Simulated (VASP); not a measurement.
# MgO: zone-centre modes, functional by functional, part 3 of 3

How much do the zone-centre frequencies of MgO depend on the functional? The starting structure is a cell with measured lattice constants from the literature and the atomic positions of a Crystallography Open Database entry.

VASP 6.6.1.

Results so far: LDA T1u 423.4 cm⁻¹; LDA at the measured cell T1u 377.8 cm⁻¹; PBEsol T1u 392.9 cm⁻¹; PBE T1u 372.5 cm⁻¹; PBEsol + D3(BJ) T1u 418.7 cm⁻¹; r2SCAN T1u 407.6 cm⁻¹.

### 8. Modes with r2SCAN + rVV10

Level of this step: r2SCAN with rVV10; plane waves and PAW (Mg, O) (VASP).

rVV10 adds a nonlocal correlation energy for dispersion. The cell comes from a relaxation at this level, not shown (18.34 Å³).

The input, INCAR:

```
SYSTEM = MgO
PREC = Accurate
ENCUT = 520
EDIFF = 1E-08
NELM = 100
ISMEAR = 0
SIGMA = 0.03
LREAL = .FALSE.
ALGO = Normal
METAGGA = R2SCAN
LUSE_VDW = .TRUE.
IVDW_NL = 2
BPARAM = 11.95
CPARAM = 0.0093
LASPH = .TRUE.
NBANDS = 10
LORBIT = 11
LWAVE = .FALSE.
LCHARG = .FALSE.
KPAR = 4
IBRION = 6
NFREE = 2
POTIM = 0.015
NSW = 1
ISIF = 2
```

The input, POSCAR:

```
MgO
1.0
    0.0000000000      2.0932825893      2.0932825893
    2.0932825893      0.0000000000      2.0932825893
    2.0932825893      2.0932825893      0.0000000000
Mg O
1 1
Direct
    0.0000000000      0.0000000000      0.0000000000
    0.5000000000      0.5000000000      0.5000000000
```

The input, KPOINTS:

```
Automatic mesh
0
Gamma
12 12 12
0 0 0
```

The projector-augmented-wave data sets are Mg and O (PBE family, release 64).

Run with:

```
> mpirun -np 4 vasp_std
```

Log:

```text
[banner, memory and clock lines left out]
running    4 mpi-ranks, on    1 nodes
[...]
|                                                                             |
|               ----> ADVICE to this user running VASP <----                  |
|                                                                             |
|     You have switched on vdW-DFT.                                           |
|     This routine was written and supplied by Jiri Klimes. We recommend      |
|     that you carefully read and cite the following publications:            |
|       J. Klimes, D.R. Bowler, A. Michelides                                 |
|          J. Phys.: Cond Matt. 22 022201 (2010)                              |
|       J. Klimes, D.R. Bowler, A. Michelides                                 |
|          Phys. Rev. B. 83, 195131 (2011)                                    |
|     and references therein.                                                 |
|                                                                             |

[...]
DAV:  16    -0.158899585535E+02    0.20639E-07   -0.88398E-11   768   0.893E-05    0.663E-06
Total rVV10 correction in eV:      0.2706275    11.2783760
Total rVV10 correction in eV:      0.2706275    11.2783760
Total rVV10 correction in eV:      0.2706275    11.2783760
Total rVV10 correction in eV:      0.2706275    11.2783760
DAV:  17    -0.158899585498E+02    0.37307E-08   -0.25001E-12   756   0.134E-05
Total rVV10 correction in eV:      0.2706275    11.2783760
Total rVV10 correction in eV:      0.2706275    11.2783760
Total rVV10 correction in eV:      0.2706275    11.2783760
Total rVV10 correction in eV:      0.2706275    11.2783760
Total rVV10 correction in eV:      0.2706275    11.2783760
Total rVV10 correction in eV:      0.2706275    11.2783760
Total rVV10 correction in eV:      0.2706275    11.2783760
Total rVV10 correction in eV:      0.2706275    11.2783760
   1 F= -.15889959E+02 E0= -.15889959E+02  d E =-.258943E-18
[... from here on, the cycles between the ionic steps are left out ...]
   2 F= -.15889318E+02 E0= -.15889318E+02  d E =-.139152E-18
   3 F= -.15889318E+02 E0= -.15889318E+02  d E =-.139127E-18
   4 F= -.15889283E+02 E0= -.15889283E+02  d E =-.144735E-18
   5 F= -.15889283E+02 E0= -.15889283E+02  d E =-.144461E-18
 Finite differences progress:
  Degree of freedom:   2/  2
  Displacement:        2/  2
  Total:               4/  4
```

Elapsed: 2.9 min, on 4 MPI ranks of Intel Xeon Platinum 8259CL at 2.50GHz (Skylake/Cascade Lake), shared host; peak memory 1 GiB.

Parts of OUTCAR (step 8):

```text
  Total        0.0108654      0.0008047      0.0008047      0.0000000      0.0000000     -0.0000000
  in kB        0.9489460      0.0702796      0.0702796      0.0000000      0.0000000     -0.0000000
  external PRESSURE =       0.3631684 kB  Pullay stress =       0.0000000 kB

 POSITION                                       TOTAL-FORCE (eV/Angst)
 -----------------------------------------------------------------------------------
      0.00000      0.00000      0.00000        -0.092426      0.000000      0.000000
      2.07828      2.09328      2.09328         0.092426      0.000000      0.000000
 -----------------------------------------------------------------------------------
    total drift:                               -0.004308     -0.000001     -0.000001

  FREE ENERGIE OF THE ION-ELECTRON SYSTEM (eV)
  ---------------------------------------------------
  free  energy   TOTEN  =       -15.8892831103 eV

  energy  without entropy=      -15.8892831103  energy(sigma->0) =      -15.88928311

[... 1 part as in an earlier step ...]

[... 2 further parts left out ...]
[key lines of the parts left out:]
E-fermi :   3.0720
```

With r2SCAN + rVV10 the mode is T1u 414.8 cm⁻¹, -8.6 cm⁻¹ from LDA.

### 9. Modes with HSE06

HSE06 mixes in a quarter of exact exchange at short range, at far higher cost; in semiconductors this cures much of the gap error, while metals seldom gain. This run uses an 8×8×8 mesh. The cell comes from a relaxation at this level, not shown (18.51 Å³). Its starting orbitals come from a semilocal run on the same mesh, not shown.

Changes to INCAR since step 8:

```diff
@@ -9,9 +9,9 @@
 ALGO = Normal
-METAGGA = R2SCAN
-LUSE_VDW = .TRUE.
-IVDW_NL = 2
-BPARAM = 11.95
-CPARAM = 0.0093
+LHFCALC = .TRUE.
+AEXX = 0.25
+GGA = PE
+HFSCREEN = 0.2
 LASPH = .TRUE.
 NBANDS = 10
+PRECFOCK = Fast
 LORBIT = 11
```

The input, POSCAR:

```
MgO
1.0
    0.0000000000      2.0994224374      2.0994224374
    2.0994224374      0.0000000000      2.0994224374
    2.0994224374      2.0994224374      0.0000000000
Mg O
1 1
Direct
    0.0000000000      0.0000000000      0.0000000000
    0.5000000000      0.5000000000      0.5000000000
```

The input, KPOINTS:

```
Automatic mesh
0
Gamma
8 8 8
0 0 0
```

Run with:

```
> mpirun -np 4 vasp_std
```

Log:

```text
[banner, memory and clock lines left out]
running    4 mpi-ranks, on    1 nodes
[...]
LDA part: xc-table for (Slater+PW92), standard interpolation
 found WAVECAR, reading the header
 POSCAR, INCAR and KPOINTS ok, starting setup
[...]
reading WAVECAR
 the WAVECAR file was read successfully
 initial charge from wavefunction
 entering main loop
       N       E                     dE             d eps       ncg     rms          rms(c)
DAV:   1    -0.142402471680E+02   -0.14240E+02   -0.57344E-01   580   0.435E+00    0.607E-01
DAV:   2    -0.142323187499E+02    0.79284E-02   -0.22602E-02   618   0.129E+00    0.255E-01
DAV:   3    -0.142317978737E+02    0.52088E-03   -0.94627E-03   600   0.595E-01    0.185E-01
DAV:   4    -0.142317299334E+02    0.67940E-04   -0.11826E-04   620   0.963E-02    0.115E-01
[...]
DAV:  12    -0.142315914821E+02    0.19095E-07   -0.23496E-08   596   0.179E-03    0.147E-03
DAV:  13    -0.142315915065E+02   -0.24380E-07   -0.89771E-09   430   0.110E-03    0.902E-04
DAV:  14    -0.142315915110E+02   -0.45193E-08   -0.36532E-09   314   0.732E-04
   1 F= -.14231592E+02 E0= -.14231592E+02  d E =-.935851E-12
[... from here on, the cycles between the ionic steps are left out ...]
   2 F= -.14230954E+02 E0= -.14230954E+02  d E =-.589152E-12
   3 F= -.14230954E+02 E0= -.14230954E+02  d E =-.585422E-12
   4 F= -.14230952E+02 E0= -.14230952E+02  d E =-.587211E-12
   5 F= -.14230952E+02 E0= -.14230952E+02  d E =-.581825E-12
 Finite differences progress:
  Degree of freedom:   2/  2
  Displacement:        2/  2
  Total:               4/  4
```

Wall time 31 min (4 MPI ranks); peak memory 1.1 GiB; 2 h of CPU time.

Parts of OUTCAR (step 9):

```text
  Total        0.0102706      0.0003812      0.0003812     -0.0000000     -0.0000000      0.0000000
  in kB        0.8891551      0.0329975      0.0329975     -0.0000000     -0.0000000      0.0000000
  external PRESSURE =       0.3183833 kB  Pullay stress =       0.0000000 kB

 POSITION                                       TOTAL-FORCE (eV/Angst)
 -----------------------------------------------------------------------------------
      0.00000      0.00000      0.00000        -0.084685      0.000000      0.000000
      2.08442      2.09942      2.09942         0.084685      0.000000      0.000000
 -----------------------------------------------------------------------------------
    total drift:                               -0.000432      0.000079     -0.000093

  FREE ENERGIE OF THE ION-ELECTRON SYSTEM (eV)
  ---------------------------------------------------
  free  energy   TOTEN  =       -14.2309524689 eV

  energy  without entropy=      -14.2309524689  energy(sigma->0) =      -14.23095247

[... 3 further parts left out ...]
[key lines of the parts left out:]
E-fermi :   2.1254
```

With HSE06 the mode is T1u 399.2 cm⁻¹, -24.2 cm⁻¹ from LDA.

### 10. Comparison

| run | T1u | method | core minutes |
| --- | --- | --- | --- |
| LDA | 423.4 | perturbation theory | 2.8 |
| LDA at the measured cell | 377.8 | perturbation theory | 3.27 |
| PBEsol | 392.9 | perturbation theory | 3.67 |
| PBE | 372.5 | perturbation theory | 3.0 |
| PBEsol + D3(BJ) | 418.7 | finite displacements | 1.09 |
| r2SCAN | 407.6 | finite displacements | 5.07 |
| r2SCAN + rVV10 | 414.8 | finite displacements | 11.5 |
| HSE06 | 399.2 | finite displacements | 124.0 |

Modes are in cm⁻¹, degenerate ones as one, matched between runs by symmetry and order. A number in brackets counts the listed modes of one symmetry from the lowest. The symmetry labels come from an automatic analysis and can be wrong where levels nearly coincide. Core minutes are wall time times ranks of the run shown, on a shared host.

### 11. Summary of results

```json
{
  "T1u, LDA": "423.4 cm⁻¹",
  "T1u, LDA at the measured cell": "377.8 cm⁻¹",
  "T1u, PBEsol": "392.9 cm⁻¹",
  "T1u, PBE": "372.5 cm⁻¹",
  "T1u, PBEsol + D3(BJ)": "418.7 cm⁻¹",
  "T1u, r2SCAN": "407.6 cm⁻¹",
  "T1u, r2SCAN + rVV10": "414.8 cm⁻¹",
  "T1u, HSE06": "399.2 cm⁻¹"
}
```

What this shows: On the cells relaxed at each level, the T1u mode of MgO lies between 373 cm⁻¹ (PBE) and 423 cm⁻¹ (LDA). Taking the measured cell, +4.9 % in volume, instead of the one relaxed with LDA moves T1u by -45.6 cm⁻¹. Some levels use perturbation theory and the others finite displacements, so their times can't be compared. LASPH is on in some of these runs and off in others, which adds a little to the differences. The dielectric constants and Born charges in the logs aren't compared here; at a small gap they can be far off, and in a run without a gap they mean nothing. The translations, which should lie at zero, come out at up to 2.4 cm⁻¹ with r2SCAN and 2.4 cm⁻¹ with r2SCAN + rVV10; the modes of such a run are uncertain by as much or more. HSE06 ran on a coarser mesh (8×8×8), which moves cell and modes too. The frequencies are harmonic, and the splitting of polar modes by their long-range field is left out. Further runs on this material are not shown.

[Lines on the potential files, build, host, timing and source positions are cut from VASP's logs without a mark.]

[Logs are printed without paths, hosts, clocks, repeated set-up lines and the standing remarks that a program may print on its own settings, such as how far it seeks lower states.]

[Hosts, paths, dates, database ids (printed as entryN), source tags and the programs' standing remarks are cut or masked in the printed files.]
